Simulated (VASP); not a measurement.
```yaml
crystal:
  lattice:
    - [0.00000, 3.30168, 3.30168]
    - [3.30168, 0.00000, 3.30168]
    - [3.30168, 3.30168, 0.00000]
  atoms:
    - { symbol: Ag, position: [0.00000, 0.00000, 0.00000] }
    - { symbol: I, position: [0.25000, 0.25000, 0.25000] }
```

The numbers are results of PBE GGA, VASP's PBE PAW potentials (set 64) (plane waves; VASP 6.6.1), not measurements. Numerical set-up: 350 eV cut-off, Gaussian smearing of 0.050 eV, potentials Ag I.

Unless said otherwise, spin-orbit coupling is left out, though it shifts the bands of the heavy elements here.

**Question.** Estimate the band gap (along the path) with the smallest direct gap where there is one.

**Answer.** 
band gap (along the path): 1.34 eV
smallest direct gap (along the path): 1.34 eV

The absolute energy has meaning only against runs of the same code, potentials and settings.

The compound is AgI in the zinc blende structure, whereas wurtzite is the usual form. It was relaxed first.
